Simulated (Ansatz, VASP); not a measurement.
**Cross-check of PtSe2 (Sudovikovite) between VASP and Ansatz**

Wanted: the spread between two codes on one cell, functional and k mesh. The cell is taken from a series of VASP runs on this material, whose earlier steps may have relaxed, scaled or displaced it; both programs get it as it stands.

Main program and level: Ansatz 0.2.0; plane waves, with VASP 6.6.1 beside it; band structure at PBEsol and band structure at PBEsol, spin-orbit coupling.

## 1. Set-up

The structure is trigonal, space group P-3m1 (No. 164). Conventional cell: a = 3.762 Å, b = 3.762 Å, c = 4.832 Å, α = 90.00°, β = 90.00°, γ = 120.00°. Nearest to Pt lie 6 Se at 2.52 Å. Nearest to Se lie 3 Pt at 2.52 Å. Farther neighbours and most contacts between anions are not listed.

## 2. VASP: band structure, PBEsol

A single point gives forces, pressure and levels at one fixed geometry, so differences don't come from the geometry; what else differs is listed under the comparison.

Lines of VASP's logs that name or quote its potential files are left out, and so is its time.

INCAR

```
SYSTEM = PtSe2
PREC = Accurate
ENCUT = 400
EDIFF = 1E-06
NELM = 100
ISMEAR = 0
SIGMA = 0.05
LREAL = .FALSE.
ALGO = Normal
GGA = PS
NBANDS = 24
LASPH = .TRUE.
LORBIT = 11
LWAVE = .FALSE.
LCHARG = .FALSE.
KPAR = 2
```

POSCAR

```
PtSe2
1.0
    3.7623581480      0.0000000000      0.0000000000
   -1.8811790741      3.2582977344      0.0000000000
    0.0000000000      0.0000000000      4.8320308740
Pt Se
1 2
Direct
    0.0000000000      0.0000000000      0.0000000000
    0.3333333333      0.6666666667      0.2624743904
    0.6666666667      0.3333333333      0.7375256096
```

KPOINTS

```
Automatic mesh
0
Gamma
8 8 6
0 0 0
```

KPOINTS_OPT

```
Line mode
16
Line-mode
Reciprocal
  0.00000000   0.00000000   0.00000000 GAMMA
  0.50000000   0.00000000   0.00000000 M

  0.50000000   0.00000000   0.00000000 M
  0.33333333   0.33333333   0.00000000 K

  0.33333333   0.33333333   0.00000000 K
  0.00000000   0.00000000   0.00000000 GAMMA

  0.00000000   0.00000000   0.00000000 GAMMA
  0.00000000   0.00000000   0.50000000 A

  0.00000000   0.00000000   0.50000000 A
  0.50000000   0.00000000   0.50000000 L

  0.50000000   0.00000000   0.50000000 L
  0.33333333   0.33333333   0.50000000 H

  0.33333333   0.33333333   0.50000000 H
  0.00000000   0.00000000   0.50000000 A

  0.50000000   0.00000000   0.50000000 L
  0.50000000   0.00000000   0.00000000 M

  0.33333333   0.33333333   0.00000000 K
  0.33333333   0.33333333   0.50000000 H
```

The projector-augmented-wave data sets are Pt and Se (PBE family, release 64).

Run with:

```bash
$ mpirun -np 2 vasp_std
```

Numbers of over 12 decimals in the logs are rounded to 6 here.

Output:

```text
[banner, memory and clock lines left out]
running    2 mpi-ranks, on    1 nodes
 distrk:  each k-point on    1 cores,    2 groups
 distr:  one band on    1 cores,    1 groups

 POSCAR found type information on POSCAR PtSe
 POSCAR found :  2 types and       3 ions
|                                                                             |
|               ----> ADVICE to this user running VASP <----                  |
|                                                                             |
|     You enforced a specific xc type in the INCAR file but a different       |
|     [... a line on the potential file left out ...]
|     I HOPE YOU KNOW WHAT YOU ARE DOING!                                     |
|                                                                             |

 LDA part: xc-table for (Slater+PW92), standard interpolation
 POSCAR, INCAR and KPOINTS ok, starting setup
 FFT: planning ... GRIDC
 FFT: planning ... GRID_SOFT
 FFT: planning ... GRID
 WAVECAR not read
 entering main loop
       N       E                     dE             d eps       ncg     rms          rms(c)
DAV:   1     0.857437798319E+02    0.85744E+02   -0.82431E+03  2448   0.647E+02
DAV:   2    -0.128928111515E+02   -0.98637E+02   -0.93622E+02  2960   0.158E+02
DAV:   3    -0.167079529826E+02   -0.38151E+01   -0.37948E+01  3016   0.298E+01
DAV:   4    -0.167297132358E+02   -0.21760E-01   -0.21759E-01  2752   0.254E+00
DAV:   5    -0.167299845114E+02   -0.27128E-03   -0.27127E-03  3096   0.287E-01    0.127E+01
DAV:   6    -0.161656733866E+02    0.56431E+00   -0.33159E+00  2584   0.139E+01    0.774E+00
DAV:   7    -0.159381932017E+02    0.22748E+00   -0.62748E-01  2504   0.644E+00    0.389E+00
DAV:   8    -0.159124705870E+02    0.25723E-01   -0.41068E-02  3032   0.120E+00    0.707E-01
DAV:   9    -0.159109526709E+02    0.15179E-02   -0.32391E-03  2760   0.420E-01    0.181E-01
DAV:  10    -0.159109637425E+02   -0.11072E-04   -0.63512E-04  2992   0.128E-01    0.348E-02
DAV:  11    -0.159109567602E+02    0.69824E-05   -0.40226E-05  2912   0.421E-02    0.191E-02
DAV:  12    -0.159109571449E+02   -0.38473E-06   -0.27094E-06  2904   0.871E-03
   1 F= -.15910957E+02 E0= -.15910508E+02  d E =-.897483E-03
 Start KPOINTS_OPT (optional k-point list driver)
k-point batch [1-50\144]
       N       E                     dE             ncg
DAV:   1     0.599345090790E+04   -0.15456E+05     2440
DAV:   2     0.105660187854E+04   -0.49368E+04     2968
DAV:   3     0.872038867009E+03   -0.18456E+03     3048
DAV:   4     0.870756581376E+03   -0.12823E+01     2800
DAV:   5     0.870735945681E+03   -0.20636E-01     3112
DAV:   6     0.870735495042E+03   -0.45064E-03     2840
DAV:   7     0.870735484525E+03   -0.10518E-04     3096
DAV:   8     0.870735484248E+03   -0.27684E-06     2032
[...]
k-point batch [101-144\144]
       N       E                     dE             ncg
DAV:   1     0.925104958149E+04   -0.21951E+05     2184
DAV:   2     0.499615791329E+04   -0.42549E+04     2672
DAV:   3     0.484733291369E+04   -0.14882E+03     2648
DAV:   4     0.484634403973E+04   -0.98887E+00     2512
DAV:   5     0.484632801278E+04   -0.16027E-01     2752
DAV:   6     0.484632765807E+04   -0.35471E-03     2584
DAV:   7     0.484632764975E+04   -0.83196E-05     2696
DAV:   8     0.484632764953E+04   -0.22074E-06     1872
```

Parts of OUTCAR (step 2):

```text
ion  position               nearest neighbor table
   1  0.000  0.000  0.000-   2 2.52   3 2.52   3 2.52   2 2.52   3 2.52   2 2.52
   2  0.333  0.667  0.262-   1 2.52   1 2.52   1 2.52
   3  0.667  0.333  0.738-   1 2.52   1 2.52   1 2.52

  LATTYP: Found a hexagonal cell.
 ALAT       =     3.7623581480
 C/A-ratio  =     1.2843091178

 Subroutine GETGRP returns: Found 12 space group operations
 (whereof 12 operations were pure point group operations)

The static configuration has the point symmetry D_3d.

 Found     50 irreducible k-points:

   k-points           NKPTS =     50   k-points in BZ     NKDIM =     50   number of bands    NBANDS=     24

   dimension x,y,z NGX =    28 NGY =   28 NGZ =   32
   dimension x,y,z NGXF=    56 NGYF=   56 NGZF=   64

   ENCUT  =  400.0 eV  29.40 Ry    5.42 a.u.   6.14  6.14  7.88*2*pi/ulx,y,z

   NELECT =      22.0000    total number of electrons

 k-points in reciprocal lattice and weights: Automatic mesh
   0.00000000  0.00000000  0.00000000       0.003
   0.12500000  0.00000000  0.00000000       0.016
   0.25000000  0.00000000  0.00000000       0.016
   0.37500000  0.00000000  0.00000000       0.016
   0.50000000  0.00000000  0.00000000       0.008
   0.12500000  0.12500000  0.00000000       0.016
   0.25000000  0.12500000  0.00000000       0.031
   0.37500000  0.12500000  0.00000000       0.031
   0.25000000  0.25000000  0.00000000       0.016
[...]
0.25000000  0.25000000  0.50000000       0.016
   0.37500000  0.25000000  0.50000000       0.016

 average (electrostatic) potential at core
       1 -68.1832       2 -52.4674       3 -52.4674

 E-fermi :   6.6300

 k-point     1 :       0.0000    0.0000    0.0000
  band No.  band energies     occupation
    ...
      6       2.7739      2.00000
      7       2.7739      2.00000
      8       4.1518      2.00000
      9       5.6029      2.00000
     10       5.6029      2.00000
     11       7.4032      0.00000
     12       7.7738      0.00000
     13       7.7738      0.00000
     14       9.8547      0.00000
     15      10.6876      0.00000
    ...

 k-point     2 :       0.1250    0.0000    0.0000
  band No.  band energies     occupation
    ...
      7       2.6584      2.00000
      8       3.7709      2.00000
      9       5.0330      2.00000
     10       5.3475      2.00000
     11       6.4465      2.00000
     12       7.9702      0.00000
     13       8.1704      0.00000
     14      10.8586      0.00000
     15      11.6144      0.00000
     16      13.3392      0.00000
    ...

 k-point     3 :       0.2500    0.0000    0.0000
  band No.  band energies     occupation
    ...
      7       2.4731      2.00000
      8       3.2007      2.00000
      9       4.5045      2.00000
     10       4.6857      2.00000
     11       5.2762      2.00000
     12       8.1321      0.00000
     13       8.4634      0.00000
     14      11.4416      0.00000
     15      12.7547      0.00000
     16      14.2023      0.00000
    ...

  Total        0.0015437      0.0015437     -0.0008106     -0.0000000      0.0000000     -0.0000000
  in kB        0.0417547      0.0417547     -0.0219259     -0.0000000      0.0000000     -0.0000000
  external PRESSURE =       0.0205279 kB  Pullay stress =       0.0000000 kB

  energy-cutoff  :      400.00
  volume of cell :       59.24
      direct lattice vectors                 reciprocal lattice vectors
     3.762358148  0.000000000  0.000000000     0.265790752  0.153454362  0.000000000
    -1.881179074  3.258297734  0.000000000     0.000000000  0.306908724  0.000000000
     0.000000000  0.000000000  4.832030874     0.000000000  0.000000000  0.206952320

 POSITION                                       TOTAL-FORCE (eV/Angst)
 -----------------------------------------------------------------------------------
      0.00000      0.00000      0.00000        -0.000000      0.000000      0.000000
     -0.00000      2.17220      1.26828         0.000000     -0.000000     -0.000554
      1.88118      1.08610      3.56375        -0.000000      0.000000      0.000554
 -----------------------------------------------------------------------------------
    total drift:                               -0.000000      0.000000      0.000000

  FREE ENERGIE OF THE ION-ELECTRON SYSTEM (eV)
  ---------------------------------------------------
  free  energy   TOTEN  =       -15.9109571449 eV

  energy  without entropy=      -15.9100596623  energy(sigma->0) =      -15.91050840

 total charge
# of ion       s       p       d       tot
------------------------------------------
    1        0.674   0.686   8.035   9.395
    2        1.489   2.208   0.072   3.768
    3        1.489   2.208   0.072   3.768
--------------------------------------------------
tot          3.652   5.101   8.179  16.932

[... 3 further parts left out ...]
```

Spin-orbit coupling is off here; with elements this heavy it splits and shifts levels by tenths of an eV or more.

## 3. Ansatz: band structure, PBEsol

Ansatz runs on its default PAW (the set named soft_2) files.

The same cell, functional, mesh and smearing now go to Ansatz, which takes its cutoff from its data sets.

input.yaml

```yaml
crystal:
  lattice:
    - [3.762358148, 0.0, 0.0]
    - [-1.8811790741, 3.2582977344, 0.0]
    - [0.0, 0.0, 4.832030874]
  atoms:
    - { symbol: Pt, position: [0.0, 0.0, 0.0] }
    - { symbol: Se, position: [0.3333333333, 0.6666666667, 0.2624743904] }
    - { symbol: Se, position: [0.6666666667, 0.3333333333, 0.7375256096] }
hamiltonian:
  xc: pbesol
  pseudopotentials: { kind: paw }
kpoints:
  mp_grid: { grid: [8, 8, 6] }
  band_path:
    path:
      - [0.0, 0.0, 0.0]
      - [0.13333, 0.0, 0.0]
      - [0.3, 0.0, 0.0]
      - [0.46667, 0.0, 0.0]
      - [0.46667, 0.06667, 0.0]
      - [0.41111, 0.17778, 0.0]
      - [0.35556, 0.28889, 0.0]
      - [0.28889, 0.28889, 0.0]
      - [0.17778, 0.17778, 0.0]
      - [0.06667, 0.06667, 0.0]
      - [0.0, 0.0, 0.03333]
      - [0.0, 0.0, 0.2]
      - [0.0, 0.0, 0.36667]
      - [0.0, 0.0, 0.5]
      - [0.16667, 0.0, 0.5]
      - [0.3, 0.0, 0.5]
      - [0.46667, 0.0, 0.5]
      - [0.46667, 0.06667, 0.5]
      - [0.41111, 0.17778, 0.5]
      - [0.35556, 0.28889, 0.5]
      - [0.28889, 0.28889, 0.5]
      - [0.17778, 0.17778, 0.5]
      - [0.06667, 0.06667, 0.5]
      - [0.5, 0.0, 0.46667]
      - [0.5, 0.0, 0.3]
      - [0.5, 0.0, 0.13333]
      - [0.33333, 0.33333, 0.0]
      - [0.33333, 0.33333, 0.16667]
      - [0.33333, 0.33333, 0.33333]
      - [0.33333, 0.33333, 0.5]
    npoints: 1
scf:
  occupations: { method: gaussian, width: 0.05 }
  n_extra_bands: 7
output:
  forces: true
  stress: true
  eigenvalues: true
```

Run with:

```bash
$ ansatz run input.yaml --threads 2 --pin off --max-ram 4608MiB --backend cpu --events-out ev --progress --plain --runs-dir out
```

Output:

```text
scf.n_extra_bands = 7 over 25 filled bands (N_el = 50.0): the run solves 32 bands
Engine: ansatz 0.2.0, aarch64-unknown-linux-gnu
Pseudopotentials: kind: paw
Pseudopotential: Pt, paw, valence charge 18, recommended cutoff 420 eV (normal), Pt.paw.azcp
Pseudopotential: Se, paw, valence charge 16, recommended cutoff 420 eV (normal), Se.paw.azcp
Functional definition: PBEsol
  exchange = pbesol_x
  correlation = pbesol_c
Crystal: 3 atoms, lattice volume = 59.235 Å³
Basis set: ecut = 420 eV, 1169 PW (Γ), exchange–correlation on 54×54×72 points (8 copies of the dense FFT grid, shifted against one another)
Bands: 32, of which v1, the nominal top of the filled ones, is band 25 counted from 1 (24 counted from 0)
Symmetry: 12 space group operations
Space group: P-3m1 (ITA 164), of the structure as read, at distance tolerance 3.9e-5 Å
k-points: 50 of 384
Non-local potential: Pt, projectors of the file, l = 0: 3, l = 1: 2, l = 2: 2, l = 3: 1
Non-local potential: Se, projectors of the file, l = 0: 2, l = 1: 2, l = 2: 3, l = 3: 1
PAW form: soft (Blöchl's): semilocal exchange-correlation on the pseudo side does not see the compensation charge
PAW frozen core: Pt, regenerated for the run's functional, and the local potential with it (the file was generated under x = pbe(κ = 0.804, μ = 0.219515), c = pbe(β = 0.066725))
PAW frozen core: Se, regenerated for the run's functional, and the local potential with it (the file was generated under x = pbe(κ = 0.804, μ = 0.219515), c = pbe(β = 0.066725))
PAW one-centre angular grid: Pt, 590 points (default); XC on 64 Gauss nodes
PAW one-centre angular grid: Se, 590 points (default); XC on 64 Gauss nodes
Initial density: superposition of atomic densities (neutral atoms: chi_scale 0, normalization atom), corrected by the library's trained network
Initial wavefunctions: pseudopotential atomic-orbital guess
Functional: x = pbesol(κ = 0.804, μ = 0.123457), c = pbesol(β = 0.046)
SCF iter   1: F=—  HF=-23233.475914 eV  |F-HF|=—  |Δ(HF+E_count)|=         —  Δρ=3.69e-3  dr2=8.51e-3  ethr=1.77e-3  ⟨swp⟩=5.8  Hψ=6379  notcnv=0  defer=1
preconditioner: auto → LDOS  [insulator: Δε(μ)=0.142 eV  Ē_g=11.455 eV  σ=0.050 eV  W_gap=0.56  n_scr=22 (ndim 8)  ℏωp=22.6 eV  f_vac=0.023  D(μ)=0.76/eV (n_scr^D=2)  ε∞_Penn≈4.9  β→1.0]
SCF iter   2: F=—  HF=-23233.476989 eV  |F-HF|=—  |Δ(HF+E_count)|=   1.08e-3  Δρ=2.51e-3  dr2=4.21e-3  ethr=1.70e-5  ⟨swp⟩=2.0  Hψ=3443  notcnv=0  defer=107
SCF iter   3: F=—  HF=-23233.475189 eV  |F-HF|=—  |Δ(HF+E_count)|=   1.80e-3  Δρ=3.48e-4  dr2=8.55e-5  ethr=8.42e-6  ⟨swp⟩=2.0  Hψ=2888  notcnv=0  defer=107
SCF iter   4: F=—  HF=-23233.475174 eV  |F-HF|=—  |Δ(HF+E_count)|=   1.48e-5  Δρ=1.00e-4  dr2=1.19e-5  ethr=1.71e-7  ⟨swp⟩=3.0  Hψ=2619  notcnv=0  defer=107
SCF iter   5: F=—  HF=-23233.475173 eV  |F-HF|=—  |Δ(HF+E_count)|=   1.21e-6  Δρ=1.99e-5  dr2=1.30e-7  ethr=2.39e-8  ⟨swp⟩=2.0  Hψ=1941  notcnv=0  defer=107
SCF iter   6: F=-23233.475173 eV  HF=-23233.475173 eV  |F-HF|=5.45e-9  |Δ(HF+E_count)|=   1.49e-7  Δρ=4.91e-6  dr2=1.51e-8  ethr=2.00e-10  ⟨swp⟩=7.5  Hψ=7143  notcnv=0
SCF 1 converged in 6 iterations: F = -23233.475173 eV  dr2 = 1.51e-8
  greatest PAW one-centre occupation: 1.000 electrons in one spin orbital (limit 2), on the Pt atom at site 0 (counted from 0), in its partial waves of l = 0
NSCF: frozen V_eff on 30 k-points
SCF converged after 6 iterations
Free energy (F): -23233.475173 eV
Harris-Foulkes:  -23233.475173 eV  (|F-HF|=5.45e-9)
Internal energy: -23233.474244 eV  (E = F + TS)
E sigma→0 (E₀):  -23233.474709 eV
Entropy (-TS):   -0.000928 eV (-0.309 meV/atom)
Fermi energy:    13.584912 eV
--- Per-component energies (eV) ---
  E_band       = -942.759540
  E_kinetic    = 874.621368
  E_local      = -6505.223662  (includes V_loc(G=0)·N_el)
  E_nonlocal   = -980.440855
  E_hartree    = 3013.229174
  E_xc         = -467.352944
  E_vxc        = -499.127285  (∫ρ·V_xc dr)
  E_paw        = -13053.815946  (= ΣΔE_a)
  E_vpaw       = 140.952290  (= ΣTr[D̂ρ^β])
  E_aug_tail   = -0.001031  (compensation charges beyond the density's cutoff)
  E_ewald      = -6116.794230
  E_core_change = 2.303882  (= ΣΔE_core)
  E_smearing   = -0.000928  (= −TS)
  E_closure    = 0.000000  (closes the sum)
  Σ components = -23233.475173   (vs F -23233.475173, Δ=0.00e0)
--- Forces (eV/Å), atoms counted from 1 ---
  atom   1  Pt    -0.00000000     0.00000000     0.00000000
  atom   2  Se    -0.00000000     0.00000000    -0.01700690
  atom   3  Se    -0.00000000    -0.00000000     0.01700690
  max |Σ_I F_I| component: 3.47e-18 eV/Å
--- Stress (GPa, compression-positive) ---
       -0.052579      -0.000000      -0.000000
       -0.000000      -0.052579       0.000000
       -0.000000      -0.000000      -0.009763
  P = ⅓ Tr σ = -0.0383 GPa (-0.383 kbar)
--- Band table (eV; the first three rows and the last of 50) ---
  k-point 0: bands = [... 21 lower, 11.1029, 12.5520, 12.5520, 14.3483, 14.7268, 14.7268, 16.8108, 17.6416, ... 3 higher]
  k-point 1: bands = [... 21 lower, 11.0814, 12.3541, 12.3541, 13.5861, 15.0332, 15.0332, 17.1100, 18.3645, ... 3 higher]
  k-point 2: bands = [... 21 lower, 10.9365, 12.0289, 12.0289, 12.3775, 15.6256, 15.6256, 17.8908, 19.4914, ... 3 higher]
  k-point 49: bands = [... 21 lower, 9.7101, 10.1048, 11.0702, 11.1681, 15.6629, 15.8933, 19.7147, 20.2341, ... 3 higher]
```

The job ended after 6.6 s (2 threads of Arm Neoverse N1, shared host; peak memory 0.35 GiB; 12 s of CPU time).

The column dr2 measures how far the density is from self-consistency, as an energy; F and HF (Harris–Foulkes) agree once it is small.

## 4. Side by side

Known differences besides the potentials themselves: the data sets hold 50 valence electrons in Ansatz (default PAW (the set named soft_2) files) and 22 in VASP; the cutoff is 420 eV in Ansatz and 400 eV in VASP; Ansatz makes its cores anew for this functional, VASP keeps those of its PBE data sets. Total energies have different zeros and are not compared.

Compared:

| quantity | Ansatz | VASP | difference |
| --- | --- | --- | --- |
| pressure (GPa) | -0.04 | 0.00 | -0.04 |

At this near-relaxed geometry the largest component of a force difference is 16 meV/Å. Levels from 3 eV below to 2 eV above the Fermi level differ by 4 meV r.m.s. and 10 meV at most; each VASP level is matched to the nearest of Ansatz, which flatters the figure a little. Ansatz's pressure holds a Pulay correction of 0.03 GPa; VASP's holds none.

(Part 1 of 2 ends here.)

[Lines on the potential files, build, host, timing and source positions are cut from VASP's logs without a mark.]

[Logs are printed without paths, hosts, clocks, repeated set-up lines and the standing remarks that a program may print on its own settings, such as how far it seeks lower states.]

[Hosts, paths, dates, database ids (printed as entryN), source tags and the programs' standing remarks are cut or masked in the printed files.]
